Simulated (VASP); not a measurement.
Wanted: the native input for a VASP 6.6.1 run.

- Task: single point
- Functional: PBE
- Potentials or basis: VASP PAW PBE potentials, release 64 (Al, H)
- Cutoff: 520 eV
- k mesh: 12 × 12 × 14
- Occupations: gaussian, width 0.1 eV
- Spin: no spin polarisation
- Dipole correction: no
- Further INCAR settings: ALGO = Normal; EDIFF = 1e-07; NBANDS = 13

The structure of AlH5 lies in POSCAR:

```
AlH5
1.0
    3.5078865016      0.0000000000      0.0000000000
   -1.7539432508      3.0379188240      0.0000000000
    0.0000000000      0.0000000000      2.7318967970
Al H
1 5
Direct
    0.0000000000      0.0000000000      0.0000000000
    0.5000000000      0.0000000000      0.5000000000
    0.5000000000      0.5000000000      0.5000000000
    0.0000000000      0.5000000000      0.5000000000
    0.3333333333      0.6666666667      0.0000000000
    0.6666666667      0.3333333333      0.0000000000
```

The cell was built by a generator and needn't be a form met in nature.

The cell isn't the ideal one: species swapped into the PrPt5 type (P6/mmm, No. 191).

These files were run (other wordings do the same):

INCAR

```
SYSTEM = AlH5
  PREC = Accurate
  ENCUT = 520
  EDIFF = 1E-7
  ISMEAR = 0
  SIGMA = 0.1
  LREAL = .FALSE.
  LASPH = .TRUE.
  NELM = 100
  ALGO = Normal
  ISIF = 2
  LWAVE = .FALSE.
  LCHARG = .FALSE.
  GGA = PE
  NBANDS = 13
```

KPOINTS

```
Automatic mesh
0
G
  12 12 14
  0 0 0
```

Potentials or basis: VASP PAW PBE potentials, release 64 (Al, H).

Command:

```sh
$ cat potpaw_PBE.64/Al/POTCAR potpaw_PBE.64/H/POTCAR > POTCAR
$ mpirun -np 1 vasp_std > vasp.out
```

Results of the run:

```json
{"Pressure": "-0.3 GPa", "Band gap on the k mesh": "none (metal or under the smearing width)"}
```

Run time: 45 s on 1 thread of AMD EPYC 7R13 Processor (Zen 3), with other jobs on the host, peak memory 0.13 GiB.
